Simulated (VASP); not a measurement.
```xyz
2
Lattice="2.8560 0.0000 0.0000 0.0000 2.8560 0.0000 0.0000 0.0000 3.7434" Properties=species:S:1:pos:R:3 pbc="T T T"
Cu     0.0000     0.0000     0.0000
Au     1.4280     1.4280     1.8717
```

The base run (VASP): PBE GGA, plane waves, VASP's PBE PAW potentials (set 64). Run with 400 eV cut-off, 11×11×9 Γ-centred mesh, first-order Methfessel-Paxton smearing of 0.10 eV, potentials Cu Au.

One setting is varied; ΔE counts from the most expensive setting. The base run took about 10 core-seconds. The timings are rough (shared machines, no repeats); factors under 2 mean little.

Pressures at a finite cut-off, here 400 eV, hold a Pulay part, which wasn't tested here.

```json
[
 {"setting": "KPOINTS 3×3×2 Γ-centred mesh", "cost over the base run": "about 1/4", "electronic steps": "13", "ΔE (meV/atom)": "-189.4", "pressure (GPa)": "-4.69"},
 {"setting": "KPOINTS 2×2×2 Γ-centred mesh", "cost over the base run": "about 1/3", "electronic steps": "16", "ΔE (meV/atom)": "986.3", "pressure (GPa)": "4.59"},
 {"setting": "KPOINTS 8×8×7 Γ-centred mesh", "cost over the base run": "within a factor of 2", "electronic steps": "13", "ΔE (meV/atom)": "7.4", "pressure (GPa)": "-2.18"},
 {"setting": "base run", "cost over the base run": "reference", "electronic steps": "13", "ΔE (meV/atom)": "-2.6", "pressure (GPa)": "-2.58"},
 {"setting": "KPOINTS 12×12×10 Γ-centred mesh", "cost over the base run": "within a factor of 2", "electronic steps": "13", "ΔE (meV/atom)": "-1.1", "pressure (GPa)": "-2.54"},
 {"setting": "KPOINTS 15×15×12 Γ-centred mesh", "cost over the base run": "about 2 times", "electronic steps": "13", "ΔE (meV/atom)": "-0.7", "pressure (GPa)": "-2.61"},
 {"setting": "KPOINTS 17×17×14 Γ-centred mesh", "cost over the base run": "about 3 times", "electronic steps": "13", "ΔE (meV/atom)": "0.0", "pressure (GPa)": "-2.58"}
]
```

Left out are runs that failed, have no time on record or changed the cell.

The compound is CuAu in the L1_0 structure. The cell was not relaxed at this level.
